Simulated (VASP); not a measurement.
# YB6 (Pm-3m) in VASP: notebook

The runs below take YB6 through single point, relaxation of cell and atoms, with LDA.

Everything below comes from runs of VASP 6.6.1. Logs are shortened: lines on timing, memory, paths and dates and some standing lists are left out, and cuts for length are marked.

### Step 1. The structure

Symmetry: Pm-3m, No. 221, cubic system. The conventional cell has a = 4.041 Å, b = 4.041 Å, c = 4.041 Å, α = 90.00°, β = 90.00°, γ = 90.00°. Y (site symmetry m-3m) has 24 B at 2.97 Å as nearest neighbours. B (site symmetry 4mm) has 5 B at 1.61 to 1.72 Å as nearest neighbours.

### Step 2. Single point, LDA

INCAR reads:

```
SYSTEM = YB6
ALGO     = Normal         ! electronic algorithm
EDIFF    = 1E-6           ! SCF threshold, eV
ENCUT    = 520            ! plane-wave cutoff, eV
ISIF     = 2              ! what is computed and relaxed
ISMEAR   = 0              ! smearing method
LASPH    = .TRUE.         ! aspherical terms in the spheres
LCHARG   = .FALSE.        ! write CHGCAR
LREAL    = .FALSE.        ! projectors in reciprocal space
LWAVE    = .FALSE.        ! write WAVECAR
NBANDS   = 24             ! bands
NELM     = 80             ! most SCF steps
PREC     = Accurate       ! precision mode
SIGMA    = 0.1            ! smearing width, eV
```

KPOINTS reads:

```
k-points
0
G
  12 12 12
  0 0 0
```

POSCAR reads:

```
YB6
1.0
    4.0408391884      0.0000000000      0.0000000000
    0.0000000000      4.0408391884      0.0000000000
    0.0000000000      0.0000000000      4.0408391884
Y B
1 6
Direct
    0.0000000000      0.0000000000      0.0000000000
    0.1990022420      0.5000000000      0.5000000000
    0.5000000000      0.1990022420      0.5000000000
    0.8009977580      0.5000000000      0.5000000000
    0.5000000000      0.8009977580      0.5000000000
    0.5000000000      0.5000000000      0.1990022420
    0.5000000000      0.5000000000      0.8009977580
```

Potentials or basis: VASP PAW LDA potentials, release 64 (Y_sv, B).

Command:

```sh
cat potpaw_LDA.64/Y_sv/POTCAR potpaw_LDA.64/B/POTCAR > POTCAR
mpirun -np 1 vasp_std > vasp.out
```

OUTCAR:

```text
SYSTEM = YB6
   EDIFF = 1E-6
   ENCUT = 520
   ISIF = 2
   ISMEAR = 0
   LASPH = .TRUE.
   LREAL = .FALSE.
   NELM = 80
   PREC = Accurate

 ion  position               nearest neighbor table
   1  0.000  0.000  0.000-   2 2.97   3 2.97   4 2.97   5 2.97   6 2.97   7 2.97   2 2.97   3 2.97
                             4 2.97   5 2.97   2 2.97   4 2.97   6 2.97   7 2.97   2 2.97   4 2.97
   2  0.199  0.500  0.500-   4 1.61   3 1.72   5 1.72   6 1.72   7 1.72   1 2.97   1 2.97   1 2.97
                             1 2.97
   3  0.500  0.199  0.500-   5 1.61   4 1.72   2 1.72   6 1.72   7 1.72   1 2.97   1 2.97   1 2.97
                             1 2.97
   4  0.801  0.500  0.500-   2 1.61   3 1.72   5 1.72   6 1.72   7 1.72   1 2.97   1 2.97   1 2.97
                             1 2.97
   5  0.500  0.801  0.500-   3 1.61   2 1.72   4 1.72   6 1.72   7 1.72   1 2.97   1 2.97   1 2.97
                             1 2.97
   6  0.500  0.500  0.199-   7 1.61   3 1.72   4 1.72   5 1.72   2 1.72   1 2.97   1 2.97   1 2.97
                             1 2.97
   7  0.500  0.500  0.801-   6 1.61   3 1.72   4 1.72   5 1.72   2 1.72   1 2.97   1 2.97   1 2.97
                             1 2.97

  LATTYP: Found a simple cubic cell.
 ALAT       =     4.0408391884

  Lattice vectors:

 A1 = (   4.0408391884,   0.0000000000,   0.0000000000)
 A2 = (   0.0000000000,   4.0408391884,   0.0000000000)
 A3 = (   0.0000000000,   0.0000000000,   4.0408391884)

Analysis of symmetry for initial positions (statically):
=====================================================================
 Subroutine PRICEL returns:
 Original cell was already a primitive cell.

 Routine SETGRP: Setting up the symmetry group for a
 simple cubic supercell.

 Subroutine GETGRP returns: Found 48 space group operations
 (whereof 48 operations were pure point group operations)
 out of a pool of 48 trial point group operations.

The static configuration has the point symmetry O_h .

Analysis of symmetry for dynamics (positions and initial velocities):
=====================================================================
 Subroutine PRICEL returns:
 Original cell was already a primitive cell.

 Routine SETGRP: Setting up the symmetry group for a
 simple cubic supercell.

 Subroutine GETGRP returns: Found 48 space group operations
 (whereof 48 operations were pure point group operations)
 out of a pool of 48 trial point group operations.

The dynamic configuration has the point symmetry O_h .

 Subroutine INISYM returns: Found 48 space group operations
 (whereof 48 operations are pure point group operations),
 and found     1 'primitive' translations

----------------------------------------------------------------------------------------

                                     Primitive cell

  volume of cell :      65.9804

  direct lattice vectors                    reciprocal lattice vectors
     4.040839188  0.000000000  0.000000000     0.247473347  0.000000000  0.000000000
     0.000000000  4.040839188  0.000000000     0.000000000  0.247473347  0.000000000
     0.000000000  0.000000000  4.040839188     0.000000000  0.000000000  0.247473347

  length of vectors
     4.040839188  4.040839188  4.040839188     0.247473347  0.247473347  0.247473347

  position of ions in fractional coordinates (direct lattice)
     0.000000000  0.000000000  0.000000000
     0.199002242  0.500000000  0.500000000
     0.500000000  0.199002242  0.500000000
     0.800997758  0.500000000  0.500000000
     0.500000000  0.800997758  0.500000000
     0.500000000  0.500000000  0.199002242
     0.500000000  0.500000000  0.800997758

  ion indices of the primitive-cell ions
   primitive index   ion index
                 1           1
                 2           2
                 3           3
                 4           4
                 5           5
                 6           6
                 7           7

----------------------------------------------------------------------------------------

 KPOINTS: k-points

Automatic generation of k-mesh.
 Grid dimensions read from file:
 generate k-points for:   12   12   12

 Generating k-lattice:

  Cartesian coordinates                     Fractional coordinates (reciprocal lattice)
     0.020622779  0.000000000  0.000000000     0.083333333  0.000000000  0.000000000
     0.000000000  0.020622779  0.000000000     0.000000000  0.083333333  0.000000000
     0.000000000  0.000000000  0.020622779     0.000000000  0.000000000  0.083333333

  Length of vectors
     0.020622779  0.020622779  0.020622779

  Shift w.r.t. Gamma in fractional coordinates (k-lattice)
     0.000000000  0.000000000  0.000000000

 Subroutine IBZKPT returns following result:
 ===========================================

 Found     84 irreducible k-points:

 Following reciprocal coordinates:
            Coordinates               Weight
  0.000000  0.000000  0.000000      1.000000
  0.083333  0.000000  0.000000      6.000000
  0.166667  0.000000  0.000000      6.000000
  0.250000  0.000000  0.000000      6.000000
  0.333333  0.000000  0.000000      6.000000
  0.416667  0.000000  0.000000      6.000000
[... 16 lines left out ...]
  0.333333  0.333333  0.000000     12.000000
  0.416667  0.333333  0.000000     24.000000
 [... further k-points ...]
   k-points           NKPTS =     84   k-points in BZ     NKDIM =     84   number of bands    NBANDS=     24
   number of dos      NEDOS =    301   number of ions     NIONS =      7
   total plane-waves  NPLWV =  27000
   dimension x,y,z NGX =    30 NGY =   30 NGZ =   30
   dimension x,y,z NGXF=    60 NGYF=   60 NGZF=   60
   ions per type =               1   6
   NGX,Y,Z   is equivalent  to a cutoff of  12.34, 12.34, 12.34 a.u.
   NGXF,Y,Z  is equivalent  to a cutoff of  24.68, 24.68, 24.68 a.u.
 SYSTEM =  YB6
   PREC   = accura    normal or accurate (medium, high low for compatibility)
   ISTART =      0    job   : 0-new  1-cont  2-samecut
   ICHARG =      2    charge: 1-file 2-atom 10-const
   ISPIN  =      1    spin polarized calculation?
   LNONCOLLINEAR =      F non collinear calculations
   LSORBIT =      F    spin-orbit coupling
   LASPH  =      T    aspherical Exc in radial PAW
   ENCUT  =  520.0 eV  38.22 Ry    6.18 a.u.   7.51  7.51  7.51*2*pi/ulx,y,z
   NELM   =     80;   NELMIN=  2; NELMDL= -5     # of ELM steps
   EDIFF  = 0.1E-05   stopping-criterion for ELM
   LREAL  =      F    real-space projection
   EDIFFG = 0.1E-04   stopping-criterion for IOM
   NSW    =      0    number of steps for IOM
   IBRION =     -1    ionic relax: 0-MD 1-quasi-New 2-CG
   NFREE  =      0    steps in history (QN), initial steepest desc. (CG)
   ISIF   =      2    stress and relaxation
   ISYM   =      2    0-nonsym 1-usesym 2-fastsym
   POTIM  = 0.5000    time-step for ionic-motion
   TEBEG  =    0.0;   TEEND  =   0.0 temperature during run
   PSTRESS=    0.0 pullay stress
   NELECT =      29.0000    total number of electrons
   NUPDOWN=      -1.0000    fix difference up-down
   EMIN   =  10.00;   EMAX   =-10.00  energy-range for DOS
   EFERMI =   0.00;   METHOD = LEGACY
   ISMEAR =     0;   SIGMA  =   0.10  broadening in eV -4-tet -1-fermi 0-gaus
   EFERMI_NEDOS =   21; number of points for ismear=-14 and -15
   IALGO  =     38    algorithm
   IMIX   =      4    mixing-type and parameters
     AMIX     =   0.40;   BMIX     =  1.00
     AMIX_MAG =   1.60;   BMIX_MAG =  1.00
  volume/ion in A,a.u.               =       9.43        63.61
  Fermi-wavevector in a.u.,A,eV,Ry     =   1.244713  2.352167 21.079652  1.549311
  Thomas-Fermi vector in A             =   2.378968
   LORBIT       =      0    0 simple, 1 ext, 2 COOP (PROOUT), +10 PAW based schemes
   GGA     = CA    functional components
   LHFCALC =     F    Hartree Fock is set to
   AEXX    =    0.0000 exact exchange contribution
   IVDW    =     0    specifies the selected vdW correction
   LEPSILON=     F    determine dielectric tensor
   LRPA    =     F    only Hartree local field effects (RPA)
 non-spin polarized calculation
 Gauss-broadening in eV      SIGMA  =   0.10
  energy-cutoff  :      520.00
  volume of cell :       65.98
 maximum number of plane-waves:      1800
   NGX = 15   NGY = 15   NGZ = 15

 number of electron      28.9999999 magnetization

 Free energy of the ion-electron system (eV)
  ---------------------------------------------------
  ext. energy  EPLUGINS =         0.00000000
  ---------------------------------------------------
  free energy    TOTEN  =       -54.62706976 eV

  energy without entropy =      -54.62294521  energy(sigma->0) =      -54.62500749

 E-fermi :   6.8658     XC(G=0): -11.5145

 val. band max:        6.8231232600   @ k =   0.1667   0.1667   0.0000
 cond. band min:       6.9143759407   @ k =   0.5000   0.3333   0.0833
 fundamental gap:      0.0912526807
 Fermi energy:         6.8658167006

 k-point     1 :       0.0000    0.0000    0.0000
  band No.  band energies     occupation
      1     -36.9859      2.00000
      2     -17.0546      2.00000
      3     -17.0546      2.00000
      4     -17.0546      2.00000
      5      -9.3671      2.00000
      6      -1.9496      2.00000
[... 16 lines left out ...]
     23      11.4517      0.00000
     24      13.1776      0.00000

 k-point     2 :       0.0833    0.0000    0.0000
  band No.  band energies     occupation
      1     -36.9855      2.00000
      2     -17.0638      2.00000
      3     -17.0535      2.00000
      4     -17.0535      2.00000
      5      -9.3378      2.00000
      6      -2.2921      2.00000
[... 16 lines left out ...]
     23      11.2018      0.00000
     24      13.4554      0.00000
[... 565 lines left out ...]
     23      12.9987      0.00000
     24      13.0595      0.00000

 k-point    24 :       0.4167    0.3333    0.0000
  band No.  band energies     occupation
      1     -36.9772      2.00000
      2     -17.1605      2.00000
      3     -17.1329      2.00000
      4     -17.0288      2.00000
      5      -8.7698      2.00000
      6      -3.7096      2.00000
[... 16 lines left out ...]
     23      13.7342      0.00000
     24      13.9562      0.00000

 [... further k-points ...]

------------------------ aborting loop because EDIFF is reached ----------------------------------------

  FORCE on cell =-STRESS in cart. coord.  units (eV):
  Direction    XX          YY          ZZ          XY          YZ          ZX
  --------------------------------------------------------------------------------------
  -------------------------------------------------------------------------------------
  Total        0.0881197      0.0881197      0.0881197      0.0000000      0.0000000     -0.0000000
  in kB        2.1397779      2.1397779      2.1397779      0.0000000      0.0000000     -0.0000000
  external PRESSURE =       2.1397779 kB  Pullay stress =       0.0000000 kB

 VOLUME and BASIS-vectors are now :
 -----------------------------------------------------------------------------
  energy-cutoff  :      520.00
  volume of cell :       65.98
      direct lattice vectors                 reciprocal lattice vectors
     4.040839188  0.000000000  0.000000000     0.247473347  0.000000000  0.000000000
     0.000000000  4.040839188  0.000000000     0.000000000  0.247473347  0.000000000
     0.000000000  0.000000000  4.040839188     0.000000000  0.000000000  0.247473347

 POSITION                                       TOTAL-FORCE (eV/Angst)
 -----------------------------------------------------------------------------------
      0.00000      0.00000      0.00000         0.000000     -0.000000      0.000000
      0.80414      2.02042      2.02042        -0.025907      0.000000      0.000000
      2.02042      0.80414      2.02042         0.000000     -0.025907      0.000000
      3.23670      2.02042      2.02042         0.025907     -0.000000      0.000000
      2.02042      3.23670      2.02042         0.000000      0.025907      0.000000
      2.02042      2.02042      0.80414         0.000000      0.000000     -0.025907
      2.02042      2.02042      3.23670        -0.000000      0.000000      0.025907
 -----------------------------------------------------------------------------------
    total drift:                                0.000000      0.000000     -0.000000

  FREE ENERGIE OF THE ION-ELECTRON SYSTEM (eV)
  ---------------------------------------------------
  free  energy   TOTEN  =       -54.6270697624 eV

  energy  without entropy=      -54.6229452134  energy(sigma->0) =      -54.62500749
```

Run time: 2.3 min. Hardware: 1 thread of AMD EPYC 7R43 (Zen 3), shared host; peak memory 0.21 GiB.

What came out:

```
Free energy            : -54.6271 eV
Pressure               : 0.2 GPa
Largest force          : 0.026 eV/Å
Band gap on the k mesh : none (metal or under the smearing width)
```

Forces in eV/Å, atoms in the order of the input:
```
Y    0.000  0.000  0.000
B   -0.026  0.000  0.000
B    0.000 -0.026  0.000
B    0.026  0.000  0.000
B    0.000  0.026  0.000
B    0.000  0.000 -0.026
B    0.000  0.000  0.026
```

### Step 3. Relaxation of cell and atoms, LDA

This run uses another cell than the first one, of 9.94 Å³/atom, 1.055 times its volume.

INCAR reads:

```
SYSTEM = YB6
PREC = Accurate
ENCUT = 600
EDIFF = 1E-7
ISMEAR = 0
SIGMA = 0.1
LREAL = .FALSE.
LASPH = .TRUE.
NELM = 100
ALGO = Fast
ISIF = 3
LWAVE = .FALSE.
LCHARG = .FALSE.
IBRION = 2
NSW = 80
EDIFFG = -0.002
```

KPOINTS reads:

```
Automatic mesh
0
G
  12 12 12
  0 0 0
```

POSCAR reads:

```
YB6
1.0
    4.1130000000      0.0000000000      0.0000000000
    0.0000000000      4.1130000000      0.0000000000
    0.0000000000      0.0000000000      4.1130000000
Y B
1 6
Direct
    0.0000000000      0.0000000000      0.0000000000
    0.2070000000      0.5000000000      0.5000000000
    0.5000000000      0.2070000000      0.5000000000
    0.7930000000      0.5000000000      0.5000000000
    0.5000000000      0.7930000000      0.5000000000
    0.5000000000      0.5000000000      0.2070000000
    0.5000000000      0.5000000000      0.7930000000
```

Potentials or basis: VASP PAW LDA potentials, release 64 (Y_sv, B).

Command:

```sh
cat potpaw_LDA.64/Y_sv/POTCAR potpaw_LDA.64/B/POTCAR > POTCAR
mpirun -np 1 vasp_std > vasp.out
```

Wall time 34 min (1 thread of AMD EPYC 7R43 (Zen 3), shared host); peak memory 0.26 GiB.

Results (log left out):

```
Free energy                            : -54.6346 eV
Relaxed volume                         : 9.43 Å³/atom
Relaxed cell                           : a = 4.042 Å, b = 4.042 Å, c = 4.042 Å, α = 90.00°, β = 90.00°, γ = 90.00°
Space group after relaxing (to 0.05 Å) : Pm-3m (No. 221)
Energy gained by relaxing              : 40.4 meV/atom
Ionic steps                            : 7
Pressure after relaxing                : 0.0 GPa
Band gap on the k mesh                 : none (metal or under the smearing width)
```

Step by step:
| step | energy change (eV) | largest force (eV/Å) | pressure (GPa) | volume (Å³) |
| --- | --- | --- | --- | --- |
| 1 | 0.0000 | 1.9925 | -6.28 | 69.58 |
| 2 | 0.6430 | 5.1849 | 1.75 | 65.73 |
| 3 | -0.2445 | 0.2158 | -5.61 | 68.13 |
| 4 | -0.2714 | 0.0590 | 3.32 | 64.93 |
| 5 | -0.2827 | 0.0422 | 0.02 | 66.03 |
| 6 | -0.2825 | 0.0807 | -0.03 | 66.07 |
| 7 | -0.2828 | 0.0001 | 0.00 | 66.04 |

Final structure:
```
CELL_PARAMETERS angstrom
4.04213 0.00000 0.00000
0.00000 4.04213 0.00000
0.00000 0.00000 4.04213
ATOMIC_POSITIONS crystal
Y 0.00000 0.00000 0.00000
B 0.19893 0.50000 0.50000
B 0.50000 0.19893 0.50000
B 0.80107 0.50000 0.50000
B 0.50000 0.80107 0.50000
B 0.50000 0.50000 0.19893
B 0.50000 0.50000 0.80107
```

Levels at points of the mesh, in eV from the Fermi level:
| k point | band 10 | band 11 | band 12 | band 13 | band 14 | band 15 | band 16 | band 17 | band 18 |
| --- | --- | --- | --- | --- | --- | --- | --- | --- | --- |
| (0.00, 0.00, 0.00) | -7.10 | -7.10 | -2.09 | -2.09 | -2.09 | 1.00 | 1.07 | 1.07 | 1.07 |
| (0.50, 0.00, 0.00) | -6.48 | -4.02 | -4.02 | -3.47 | -2.77 | -1.41 | 1.20 | 1.20 | 1.48 |
| (0.50, 0.50, 0.00) | -6.86 | -4.78 | -4.78 | -3.10 | -3.10 | 1.57 | 1.57 | 1.86 | 2.32 |
| (0.50, 0.50, 0.50) | -6.05 | -6.05 | -2.64 | -2.64 | -2.64 | 2.68 | 2.87 | 2.87 | 3.24 |
